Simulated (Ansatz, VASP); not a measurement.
# CSO: VASP beside Ansatz, part 2 of 3

Aim: how closely do two programs agree when they are given the same cell, functional and k mesh? The cell is taken from a series of runs on this material, whose earlier steps may have relaxed, scaled, displaced or heated it; both programs get it as it stands.

VASP 6.6.1 and Ansatz 0.2.0.

So far: The structure; VASP: zone-centre phonons, PBEsol.

## 2. VASP: zone-centre phonons, PBEsol (continued)

Level of this step: PBEsol; plane waves and PAW (C, S, O) (VASP).

OUTCAR, selected parts (step 2):

```text
ion  position               nearest neighbor table
   1  0.581  0.581  0.250-   3 1.17   2 1.56
   2  0.319  0.319  0.988-   1 1.56
   3  0.776  0.776  0.445-   1 1.17

  LATTYP: Found a base centered monoclinic cell.
 ALAT       =     5.4637103885
 B/A-ratio  =     1.1871491373
 C/A-ratio  =     0.7693117759
 COS(beta)  =    -0.2576311890

 Subroutine GETGRP returns: Found  2 space group operations
 (whereof  2 operations were pure point group operations)

The static configuration has the point symmetry C_1h.

 Found     68 irreducible k-points:

   k-points           NKPTS =     68   k-points in BZ     NKDIM =     68   number of bands    NBANDS=     14

   dimension x,y,z NGX =    36 NGY =   36 NGZ =   36
   dimension x,y,z NGXF=    72 NGYF=   72 NGZF=   72

   ENCUT  =  600.0 eV  44.10 Ry    6.64 a.u.   8.47  8.47  8.40*2*pi/ulx,y,z

   NELECT =      16.0000    total number of electrons

 k-points in reciprocal lattice and weights: Automatic mesh
   0.00000000  0.00000000  0.00000000       0.005
   0.16666667  0.00000000  0.00000000       0.019
   0.33333333 -0.00000000 -0.00000000       0.019
   0.50000000  0.00000000  0.00000000       0.009
   0.16666667  0.16666667  0.00000000       0.009
   0.33333333  0.16666667 -0.00000000       0.019
   0.50000000  0.16666667  0.00000000       0.019
  -0.33333333  0.16666667  0.00000000       0.019
  -0.16666667  0.16666667  0.00000000       0.009
[...]
-0.33333333  0.33333333  0.50000000       0.009
   0.50000000  0.50000000  0.50000000       0.005

 average (electrostatic) potential at core
       1 -57.8620       2 -92.1935       3 -77.6804

  Total        0.2178995     -0.0513003      0.1709682      0.0000000      0.0000000      0.2403900
  in kB        4.8510930     -1.1420982      3.8062620      0.0000000      0.0000000      5.3517985
  external PRESSURE =       2.5050856 kB  Pullay stress =       0.0000000 kB

  energy-cutoff  :      600.00
  volume of cell :       71.97
      direct lattice vectors                 reciprocal lattice vectors
     2.731632866 -3.243119537 -0.034852387     0.183633497 -0.154172547  0.046461525
     2.731632866  3.243119537 -0.034852387     0.183633497  0.154172547  0.046461525
    -1.030997695  0.000000000  4.074892300     0.003141220  0.000000000  0.246200026

 POSITION                                       TOTAL-FORCE (eV/Angst)
 -----------------------------------------------------------------------------------
      2.91502      0.00000      0.97766        -0.733987      0.000000     -0.662481
      0.72457      0.00000      4.00549         0.172145      0.000000      0.155285
      3.78036      0.00000      1.75923         0.561842      0.000000      0.507197
 -----------------------------------------------------------------------------------
    total drift:                               -0.000072      0.000000     -0.000011

 MACROSCOPIC STATIC DIELECTRIC TENSOR (including local field effects in DFT)
 ------------------------------------------------------
           2.503169     0.000000     0.499417
           0.000000     1.948456     0.000000
           0.499230     0.000000     2.407725
 ------------------------------------------------------

 PIEZOELECTRIC TENSOR (including local field effects)  for field in x, y, z        (C/m^2)
          XX          YY          ZZ          XY          YZ          ZX
  --------------------------------------------------------------------------------
  x    -0.15470    -0.10809    -0.12326     0.00000     0.00000    -0.03408
  y     0.00000     0.00000     0.00000    -0.01191    -0.01325     0.00000
  z    -0.11682    -0.09579    -0.13598     0.00000     0.00000    -0.02853

 BORN EFFECTIVE CHARGES (including local field effects) (in |e|, cummulative output)
 ---------------------------------------------------------------------------------
 ion    1
    1     1.88321     0.00000     1.57787
    2     0.00000     0.13780     0.00000
    3     1.57929     0.00000     1.56975
 ion    2
    1    -0.52150     0.00000    -0.52018
    2     0.00000     0.05051     0.00000
    3    -0.51803     0.00000    -0.42148
 ion    3
    1    -1.36171     0.00000    -1.05770
    2     0.00000    -0.18831     0.00000
    3    -1.06126     0.00000    -1.14827

 Eigenvectors and eigenvalues of the dynamical matrix
 ----------------------------------------------------

   1 f  =   62.383679 THz   391.968215 2PiTHz 2080.895541 cm-1   257.998049 meV
             X         Y         Z           dx          dy          dz
      2.915018  0.000000  0.977656     0.607621   -0.000000    0.548539
      0.724570  0.000000  4.005486    -0.075490    0.000000   -0.068017
      3.780356  0.000000  1.759227    -0.419531    0.000000   -0.378907

   2 f  =   25.933092 THz   162.942420 2PiTHz  865.034822 cm-1   107.250601 meV
             X         Y         Z           dx          dy          dz
      2.915018  0.000000  0.977656     0.267859   -0.000000    0.241312
      0.724570  0.000000  4.005486    -0.501283    0.000000   -0.452464
      3.780356  0.000000  1.759227     0.477463    0.000000    0.431325

   3 f  =   14.613654 THz    91.820294 2PiTHz  487.459019 cm-1    60.437188 meV
             X         Y         Z           dx          dy          dz
      2.915018  0.000000  0.977656     0.000000   -0.881932   -0.000000
      0.724570  0.000000  4.005486    -0.000000    0.263144    0.000000
      3.780356  0.000000  1.759227    -0.000000    0.391090    0.000000

   4 f  =   14.598356 THz    91.724176 2PiTHz  486.948741 cm-1    60.373922 meV
             X         Y         Z           dx          dy          dz
      2.915018  0.000000  0.977656    -0.590840   -0.000000    0.654747
      0.724570  0.000000  4.005486     0.176099    0.000000   -0.195383
      3.780356  0.000000  1.759227     0.262388    0.000000   -0.290142

   5 f  =    1.353767 THz     8.505972 2PiTHz   45.156822 cm-1     5.598730 meV
             X         Y         Z           dx          dy          dz
      2.915018  0.000000  0.977656     0.095564    0.000000   -0.094573
      0.724570  0.000000  4.005486    -0.429804   -0.000000    0.494737
      3.780356  0.000000  1.759227     0.504685    0.000000   -0.545638

   6 f  =    1.321697 THz     8.304468 2PiTHz   44.087071 cm-1     5.466098 meV
             X         Y         Z           dx          dy          dz
      2.915018  0.000000  0.977656    -0.000000    0.134994    0.000000
      0.724570  0.000000  4.005486     0.000000   -0.653929   -0.000000
      3.780356  0.000000  1.759227    -0.000000    0.744415    0.000000

   7 f/i=    0.003087 THz     0.019395 2PiTHz    0.102963 cm-1     0.012766 meV
             X         Y         Z           dx          dy          dz
      2.915018  0.000000  0.977656     0.429819    0.000000    0.123165
      0.724570  0.000000  4.005486     0.702272    0.000000    0.201208
      3.780356  0.000000  1.759227     0.496197    0.000000    0.142140

   8 f/i=    0.044100 THz     0.277085 2PiTHz    1.471001 cm-1     0.182381 meV
             X         Y         Z           dx          dy          dz
      2.915018  0.000000  0.977656     0.000000   -0.451633    0.000000
      0.724570  0.000000  4.005486     0.000000   -0.709318    0.000000
      3.780356  0.000000  1.759227     0.000000   -0.541198    0.000000

   9 f/i=    0.053205 THz     0.334296 2PiTHz    1.774723 cm-1     0.220038 meV
             X         Y         Z           dx          dy          dz
      2.915018  0.000000  0.977656     0.126807   -0.000000   -0.433666
      0.724570  0.000000  4.005486     0.184633   -0.000000   -0.683539
      3.780356  0.000000  1.759227     0.162039   -0.000000   -0.517959

 MACROSCOPIC STATIC DIELECTRIC TENSOR IONIC CONTRIBUTION
 ------------------------------------------------------
           0.315028    -0.000000    -0.108893
          -0.000000     0.442060     0.000000
          -0.108893     0.000000     0.319220
 ------------------------------------------------------

 ELASTIC MODULI CONTR FROM IONIC RELAXATION (kBar)
 Direction    XX          YY          ZZ          XY          YZ          ZX
 --------------------------------------------------------------------------------
 XX       -1802.5717     -0.0590  -1458.7522      0.0000      0.0000  -1625.8883
 YY          -0.0590     -3.5897      7.9582      0.0000      0.0000      0.8072
 ZZ       -1458.7522      7.9582  -1208.7171     -0.0000     -0.0000  -1323.4886
 XY           0.0000      0.0000     -0.0000     -9.6648     -2.4877      0.0000
 YZ           0.0000      0.0000     -0.0000     -2.4877     -1.5922     -0.0000
 ZX       -1625.8883      0.8072  -1323.4886      0.0000     -0.0000  -1469.9869
 --------------------------------------------------------------------------------

 PIEZOELECTRIC TENSOR IONIC CONTR  for field in x, y, z        (C/m^2)
          XX          YY          ZZ          XY          YZ          ZX
  --------------------------------------------------------------------------------
  x     0.08433    -0.02550     0.13140     0.00000     0.00000     0.08647
  y     0.00000     0.00000    -0.00000    -0.05927    -0.01011    -0.00000
  z     0.11656     0.02581     0.02855    -0.00000    -0.00000     0.09508
```

[end of part 2 of 3]

[Lines on the potential files, build, host, timing and source positions are cut from VASP's logs without a mark.]

[Logs are printed without paths, hosts, clocks, repeated set-up lines and the standing remarks that a program may print on its own settings, such as how far it seeks lower states.]

[Hosts, paths, dates, database ids (printed as entryN), source tags and the programs' standing remarks are cut or masked in the printed files.]
